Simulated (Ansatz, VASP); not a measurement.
# CoO: VASP beside Ansatz

Aim: how closely do two programs agree when they are given the same cell, functional and k mesh? The cell is taken from a series of runs on this material, whose earlier steps may have relaxed, scaled, displaced or heated it; both programs get it as it stands.

Method: plane waves, with VASP 6.6.1 beside it; single point at PBEsol, DFT+U, in Ansatz 0.2.0.

### Step 1. Starting point

The structure is cubic, space group Fm-3m (No. 225). The conventional cell has a = 4.263 Å, b = 4.263 Å, c = 4.263 Å, α = 90.00°, β = 90.00°, γ = 90.00°. Co has 6 O at 2.13 Å nearest. Nearest to O lie 6 Co at 2.13 Å. Farther neighbours and most contacts between anions are not listed.

### Step 2. Ansatz: single point, PBEsol, DFT+U, pair 1

Ansatz runs on its default PAW (the set named soft_2) files.

A single point gives forces, pressure and levels at one fixed geometry, so differences don't come from the geometry; what else differs is listed under the comparison.

input.yaml reads:

```yaml
crystal:
  lattice:
    - [0.0, -2.1315, -2.1315]
    - [-4.263, 0.0, 0.0]
    - [2.1315, 4.263, -2.1315]
  atoms:
    - { symbol: Co, position: [0.666666667, 0.666666667, 0.333333333], spin: 3.0 }
    - { symbol: Co, position: [0.333333333, 0.333333333, 0.666666667], spin: 3.0 }
    - { symbol: Co, position: [0.0, 0.0, 0.0], spin: -3.0 }
    - { symbol: O, position: [0.666666667, 0.166666667, 0.333333333] }
    - { symbol: O, position: [0.333333333, 0.833333333, 0.666666667] }
    - { symbol: O, position: [0.0, 0.5, 0.0] }
magnetization:
  spin_polarized: true
kpoints:
  mp_grid: { grid: [8, 8, 8] }
hamiltonian:
  xc: pbesol
  hubbard:
    sites:
      - { species: Co, l: d, u_eff: 4.9 }
      - { site: 0, l: d, u_eff: 4.9, starting_ns: [{ spin: up, occupation_matrix: co1_major }, { spin: down, occupation_matrix: co1_minor }] }
      - { site: 1, l: d, u_eff: 4.9, starting_ns: [{ spin: up, occupation_matrix: co1_major }, { spin: down, occupation_matrix: co1_minor }] }
      - { site: 2, l: d, u_eff: 4.9, starting_ns: [{ spin: up, occupation_matrix: co1_minor }, { spin: down, occupation_matrix: co1_major }] }
    projectors: ortho-atomic
    occupation_matrices:
      co1_major:
        matrix:
          - [0.997, 0.0, 0.0, 0.0, 0.0]
          - [0.0, 0.999, 0.0, 0.0, 0.0]
          - [0.0, 0.0, 0.999, 0.0, 0.0]
          - [0.0, 0.0, 0.0, 0.997, 0.0]
          - [0.0, 0.0, 0.0, 0.0, 0.999]
      co1_minor:
        matrix:
          - [0.162, -0.068, -0.068, 0.0, -0.135]
          - [-0.068, 0.654, -0.305, -0.117, 0.305]
          - [-0.068, -0.305, 0.654, 0.117, 0.305]
          - [0.0, -0.117, 0.117, 0.162, 0.0]
          - [-0.135, 0.305, 0.305, 0.0, 0.654]
scf:
  occupations: { method: fermi_dirac, width: 0.05 }
output:
  eigenvalues: true
```

Launch:

```console
ansatz run input.yaml --threads 4 --pin off --max-ram 8192MiB --backend cpu --events-out ev --progress --plain --runs-dir out
```

Numbers of over 12 decimals in the logs are rounded to 6 here.

The log of the run:

```text
Warning: crystal.symmetry: narrowed to the stabiliser of the occupation matrices — unitary ops 8 → 2; lowered by the specified shells (site 0, l: d), (site 1, l: d), (site 2, l: d); largest admitted image defect 4.4e-16, smallest excluded 6.8e-4 — at a rounding scale rather than a splitting's, so precision (not physics) most likely lowered the group: (i) a fixed point transcribed at too few decimals — re-emit the block at full precision (to 7 decimals or more, rounded to nearest) from a symmetrised source (a converged report's `n_mat` / `n_mat_spinor`) (of a frozen-density pass: in the run whose state it reads); [rest of the remark cut]
Engine: ansatz 0.2.0, aarch64-unknown-linux-gnu
Pseudopotentials: kind: paw
Pseudopotential: Co, paw, valence charge 17, recommended cutoff 420 eV (normal), Co.paw.azcp
Pseudopotential: O, paw, valence charge 6, recommended cutoff 420 eV (normal), O.paw.azcp
Functional definition: PBEsol
  exchange = pbesol_x
  correlation = pbesol_c
Crystal: 6 atoms, lattice volume = 58.104 Å³
Basis set: ecut = 420 eV, 1105 PW (Γ)
Bands: 47, of which v1, the nominal top of the filled ones, is band 35 counted from 1 (34 counted from 0)
Symmetry: 2 space group operations
k-points: 260 of 512
Non-local potential: Co, projectors of the file, l = 0: 3, l = 1: 2, l = 2: 3, l = 3: 1
Non-local potential: O, projectors of the file, l = 0: 2, l = 1: 2, l = 2: 1
PAW form: soft (Blöchl's): semilocal exchange-correlation on the pseudo side does not see the compensation charge
PAW frozen core: Co, regenerated for the run's functional, and the local potential with it (the file was generated under x = pbe(κ = 0.804, μ = 0.219515), c = pbe(β = 0.066725))
PAW frozen core: O, regenerated for the run's functional, and the local potential with it (the file was generated under x = pbe(κ = 0.804, μ = 0.219515), c = pbe(β = 0.066725))
PAW one-centre angular grid: Co, 590 points (default); XC on 64 Gauss nodes
PAW one-centre angular grid: O, 110 points (default); XC on 64 Gauss nodes
Initial density: superposition of atomic densities (chi_scale 0.1, normalization cell, long waves kept (reshape's long-wave potential 0.00 eV rms))
Starting moments: Σ|m| = 9 μB on 3 of 6 sites
Initial wavefunctions: pseudopotential atomic-orbital guess
Functional: x = pbesol(κ = 0.804, μ = 0.123457), c = pbesol(β = 0.046)
SCF iter   1: F=—  HF=-16955.454436 eV  |F-HF|=—  |Δ(HF+E_count)|=         —  Δρ=1.42e-1 (↑1.19e-1 ↓1.42e-1)  dr2=2.28e1  dr2_m=1.63e0  M=2.961 μB ∫|m|=7.488 μB  β_m=0.30  ethr=3.10e-3  ⟨swp⟩=5.3  Hψ=80825  notcnv=0  defer=20
preconditioner: auto → Kerker (q_TF=auto, 2.808 Å⁻¹)  [metal: Δε(μ)=0.038 eV  Ē_g=13.173 eV  σ=0.050 eV  W_gap=0.18  n_scr=20 (ndim 8)  ℏωp=32.7 eV  f_vac=0.000  D(μ)=0.59/eV (n_scr^D=0)]
spin=Collinear: Kerker preconditioning applied to the charge; magnetization (m = ρ↑ − ρ↓) channel mixes plain (no charge-response kernel on spin).
SCF iter   2: F=—  HF=-16952.666471 eV  |F-HF|=—  |Δ(HF+E_count)|=    2.79e0  Δρ=6.06e-2 (↑4.85e-2 ↓6.06e-2)  dr2=1.27e0  dr2_m=7.53e-1  M=3.000 μB ∫|m|=8.353 μB  β_m=1.00  ethr=3.10e-3  ⟨swp⟩=3.0  Hψ=54386  notcnv=0  defer=2137
preconditioner: auto → Resta (q_TF=auto, 2.808 Å⁻¹)  ε∞=7.2  [insulator: Δε(μ)=1.799 eV  Ē_g=13.130 eV  σ=0.050 eV  W_gap=1.00  n_scr=20 (ndim 8)  ℏωp=32.7 eV  f_vac=0.000  D(μ)=0.00/eV (n_scr^D=0)  ε∞_Penn≈7.2]
spin=Collinear: Resta preconditioning applied to the charge; magnetization (m = ρ↑ − ρ↓) channel mixes plain (no charge-response kernel on spin).
SCF iter   3: F=—  HF=-16952.961379 eV  |F-HF|=—  |Δ(HF+E_count)|=   2.95e-1  Δρ=2.84e-2 (↑2.84e-2 ↓2.75e-2)  dr2=5.14e-1  dr2_m=1.14e-2  M=3.000 μB ∫|m|=8.443 μB  β_m=1.00  ethr=1.84e-3  ⟨swp⟩=2.0  Hψ=32111  notcnv=0  defer=2989
SCF iter   4: F=—  HF=-16953.188733 eV  |F-HF|=—  |Δ(HF+E_count)|=   2.27e-1  Δρ=8.18e-3 (↑7.09e-3 ↓8.18e-3)  dr2=3.81e-2  dr2_m=4.75e-3  M=3.000 μB ∫|m|=8.498 μB  β_m=0.30  ethr=7.44e-4  ⟨swp⟩=2.3  Hψ=35905  notcnv=0  defer=2989
Mixer restart at iter 4: flushing history
spin-set hold released at iteration 4 (site moments contracting): the magnetisation degrees of freedom join the quasi-Newton model from the next iteration; the mixer history was flushed
SCF iter   5: F=—  HF=-16953.345946 eV  |F-HF|=—  |Δ(HF+E_count)|=   1.57e-1  Δρ=5.88e-3 (↑5.23e-3 ↓5.88e-3)  dr2=2.25e-2  dr2_m=2.54e-3  M=3.000 μB ∫|m|=8.503 μB  β_m=0.65  ethr=5.52e-5  ⟨swp⟩=2.0  Hψ=48224  notcnv=0  defer=3004
SCF iter   6: F=—  HF=-16953.503385 eV  |F-HF|=—  |Δ(HF+E_count)|=   1.57e-1  Δρ=1.22e-3 (↑1.22e-3 ↓8.98e-4)  dr2=1.15e-3  dr2_m=6.85e-5  M=3.000 μB ∫|m|=8.510 μB  β_m=0.66  ethr=3.25e-5  ⟨swp⟩=2.0  Hψ=42342  notcnv=0  defer=3004
SCF iter   7: F=—  HF=-16953.503263 eV  |F-HF|=—  |Δ(HF+E_count)|=   1.22e-4  Δρ=5.44e-4 (↑4.10e-4 ↓5.44e-4)  dr2=2.50e-4  dr2_m=1.35e-5  M=3.000 μB ∫|m|=8.512 μB  β_m=0.68  ethr=1.67e-6  ⟨swp⟩=2.0  Hψ=36841  notcnv=0  defer=3004
SCF iter   8: F=—  HF=-16953.503317 eV  |F-HF|=—  |Δ(HF+E_count)|=   5.42e-5  Δρ=2.61e-4 (↑2.22e-4 ↓2.61e-4)  dr2=5.23e-5  dr2_m=5.02e-6  M=3.000 μB ∫|m|=8.510 μB  β_m=0.81  ethr=3.62e-7  ⟨swp⟩=2.0  Hψ=37783  notcnv=0  defer=3004
SCF iter   9: F=—  HF=-16953.503355 eV  |F-HF|=—  |Δ(HF+E_count)|=   3.77e-5  Δρ=1.56e-4 (↑1.08e-4 ↓1.56e-4)  dr2=1.14e-5  dr2_m=2.74e-6  M=3.000 μB ∫|m|=8.510 μB  β_m=0.91  ethr=7.58e-8  ⟨swp⟩=2.0  Hψ=38591  notcnv=0  defer=3004
[...]
SCF iter  11: F=—  HF=-16953.503378 eV  |F-HF|=—  |Δ(HF+E_count)|=   7.71e-6  Δρ=6.63e-5 (↑6.63e-5 ↓6.60e-5)  dr2=5.31e-6  dr2_m=3.25e-7  M=3.000 μB ∫|m|=8.510 μB  β_m=0.98  ethr=3.45e-9  ⟨swp⟩=2.3  Hψ=39285  notcnv=0  defer=3004
SCF iter  12: F=—  HF=-16953.503381 eV  |F-HF|=—  |Δ(HF+E_count)|=   3.14e-6  Δρ=4.82e-5 (↑4.82e-5 ↓4.18e-5)  dr2=2.35e-6  dr2_m=1.79e-7  M=3.000 μB ∫|m|=8.510 μB  β_m=0.99  ethr=3.45e-9  ⟨swp⟩=2.4  Hψ=39307  notcnv=0  defer=3004
SCF iter  13: F=—  HF=-16953.503385 eV  |F-HF|=—  |Δ(HF+E_count)|=   3.87e-6  Δρ=3.52e-5 (↑3.52e-5 ↓2.14e-5)  dr2=6.27e-7  dr2_m=1.46e-7  M=3.000 μB ∫|m|=8.510 μB  β_m=0.99  ethr=3.40e-9  ⟨swp⟩=2.0  Hψ=31638  notcnv=0  defer=3004
SCF iter  14: F=—  HF=-16953.503388 eV  |F-HF|=—  |Δ(HF+E_count)|=   2.86e-6  Δρ=3.82e-5 (↑3.82e-5 ↓2.79e-5)  dr2=8.64e-7  dr2_m=1.51e-7  M=3.000 μB ∫|m|=8.510 μB  β_m=1.00  ethr=9.09e-10  ⟨swp⟩=2.0  Hψ=39099  notcnv=0  defer=3004
SCF iter  15: F=—  HF=-16953.503392 eV  |F-HF|=—  |Δ(HF+E_count)|=   4.27e-6  Δρ=3.22e-5 (↑3.22e-5 ↓1.83e-5)  dr2=3.08e-7  dr2_m=1.31e-7  M=3.000 μB ∫|m|=8.510 μB  β_m=1.00  ethr=9.09e-10  ⟨swp⟩=2.0  Hψ=39111  notcnv=0  defer=3004
SCF iter  16: F=—  HF=-16953.503397 eV  |F-HF|=—  |Δ(HF+E_count)|=   4.78e-6  Δρ=2.87e-5 (↑2.87e-5 ↓1.52e-5)  dr2=2.73e-7  dr2_m=1.10e-7  M=3.000 μB ∫|m|=8.510 μB  β_m=0.30  ethr=4.46e-10  ⟨swp⟩=2.2  Hψ=39227  notcnv=0  defer=3004
SCF iter  17: F=—  HF=-16953.503400 eV  |F-HF|=—  |Δ(HF+E_count)|=   3.34e-6  Δρ=2.56e-5 (↑2.56e-5 ↓1.21e-5)  dr2=1.29e-7  dr2_m=9.77e-8  M=3.000 μB ∫|m|=8.510 μB  β_m=0.08  ethr=3.96e-10  ⟨swp⟩=2.0  Hψ=38608  notcnv=0  defer=3004
SCF iter  18: F=—  HF=-16953.503403 eV  |F-HF|=—  |Δ(HF+E_count)|=   2.71e-6  Δρ=2.34e-5 (↑2.34e-5 ↓1.10e-5)  dr2=9.70e-8  dr2_m=8.08e-8  M=3.000 μB ∫|m|=8.510 μB  β_m=0.25  ethr=1.45e-10  ⟨swp⟩=8.8  Hψ=96391  notcnv=0
SCF iter  19: F=—  HF=-16953.503410 eV  |F-HF|=—  |Δ(HF+E_count)|=   7.41e-6  Δρ=1.79e-5 (↑1.79e-5 ↓8.54e-6)  dr2=6.19e-8  dr2_m=4.87e-8  M=3.000 μB ∫|m|=8.510 μB  β_m=0.94  ethr=1.41e-10  ⟨swp⟩=4.2  Hψ=80219  notcnv=0
SCF iter  20: F=-16953.503418 eV  HF=-16953.503418 eV  |F-HF|=1.64e-9  |Δ(HF+E_count)|=   7.53e-6  Δρ=1.07e-5 (↑1.07e-5 ↓9.67e-6)  dr2=8.12e-8  dr2_m=1.11e-8  M=3.000 μB ∫|m|=8.510 μB  ethr=8.98e-11  ⟨swp⟩=6.0  Hψ=101371  notcnv=0
SCF 1 converged in 20 iterations: F = -16953.503418 eV  dr2 = 8.12e-8
  greatest PAW one-centre occupation: 1.004 electrons in one spin orbital (limit 2), on the Co atom at site 2 (counted from 0), in its partial waves of l = 1
SCF converged after 20 iterations
Magnetization: 3.0000 μB (36.0000 up, 33.0000 down)
Absolute magnetization: 8.5071 μB (∫|ρ↑−ρ↓|, with the PAW one-centre terms)
Spin contamination: 2.9457 ħ² per cell (⟨S²⟩ above its minimum at these occupations)
Per-site moments (μB) at R_I (Å): [(2.601731, 0.879244), (2.601731, 0.879244), (-2.580292, 0.879244), (0.064666, 0.879244), (0.064666, 0.879244), (0.071375, 0.879244)]
Free energy (F): -16953.503418 eV
Harris-Foulkes:  -16953.503418 eV  (|F-HF|=1.64e-9)
Internal energy: -16953.503418 eV  (E = F + TS)
E sigma→0 (E₀):  -16953.503418 eV
Fermi energy:    13.912535 eV
--- Per-component energies (eV) ---
  E_band       = -975.470288
  E_kinetic    = 1848.845520
  E_local      = -10299.117161  (includes V_loc(G=0)·N_el)
  E_nonlocal   = 1548.472010
  E_hartree    = 4215.187401
  E_xc         = -678.896735
  E_vxc        = -876.902009  (∫ρ·V_xc dr)
  E_hubbard    = 2.233787  (on-site DFT+U / exact-exchange correction)
  E_vhub       = -49.085873  (the Hubbard potential's part of the band-sum identity)
  E_paw        = -4914.711692  (= ΣΔE_a)
  E_vpaw       = -1578.088975  (= ΣTr[D̂ρ^β])
  E_aug_tail   = 0.007528  (compensation charges beyond the density's cutoff)
  E_ewald      = -8676.195198
  E_core_change = 0.671121  (= ΣΔE_core)
  E_smearing   = -0.000000  (= −TS)
  E_closure    = -0.000000  (closes the sum)
  Σ components = -16953.503418   (vs F -16953.503418, Δ=0.00e0)
--- Specified on-site occupations, and those of the state reported ---
  electrons in the specified blocks: 21.8310 specified, 21.8584 found
  site 2 (l=d) ↑: largest change of an orbital's occupation 0.0253; electrons 2.2860 specified, 2.3093 found; spectral distance 0.0197
  site 0 (l=d) ↓: largest change of an orbital's occupation 0.0122; electrons 2.2860 specified, 2.2968 found; spectral distance 0.0097
  site 1 (l=d) ↓: largest change of an orbital's occupation 0.0122; electrons 2.2860 specified, 2.2968 found; spectral distance 0.0097
  site 2 (l=d) ↓: largest change of an orbital's occupation 0.0030; electrons 4.9910 specified, 4.9825 found; spectral distance 0.0045
  site 0 (l=d) ↑: largest change of an orbital's occupation 0.0015; electrons 4.9910 specified, 4.9865 found; spectral distance 0.0025
  site 1 (l=d) ↑: largest change of an orbital's occupation 0.0015; electrons 4.9910 specified, 4.9865 found; spectral distance 0.0025
--- Band table (eV; the first three rows and the last of 520) ---
  k-point 0 ↑: bands = [... 31 lower, 11.0798, 11.1096, 11.1104, 11.4958, 12.2589, 14.7786, 15.6628, 16.0395, ... 8 higher]
  k-point 1 ↑: bands = [... 31 lower, 11.0610, 11.1045, 11.3180, 11.4961, 12.2509, 15.1593, 15.6667, 16.0367, ... 8 higher]
  k-point 2 ↑: bands = [... 31 lower, 11.0285, 11.1496, 11.3354, 11.6379, 12.3766, 15.6699, 15.8743, 16.1850, ... 8 higher]
  k-point 259 ↓: bands = [... 31 lower, 11.8170, 12.4652, 15.9272, 16.0853, 16.2475, 17.0077, 17.2767, 17.4727, ... 8 higher]
Occupation matrices written to <dir>
```

In the SCF lines HF is the Harris–Foulkes energy and dr2 the Hartree energy of the density residual, in eV; the loop may stop once dr2 is under the threshold and the program's other checks hold. Hψ counts applications of the Hamiltonian.

(Part 1 of 3 ends here.)

[Lines on the potential files, build, host, timing and source positions are cut from VASP's logs without a mark.]

[Logs are printed without paths, hosts, clocks, repeated set-up lines and the standing remarks that a program may print on its own settings, such as how far it seeks lower states.]

[Hosts, paths, dates, database ids (printed as entryN), source tags and the programs' standing remarks are cut or masked in the printed files.]
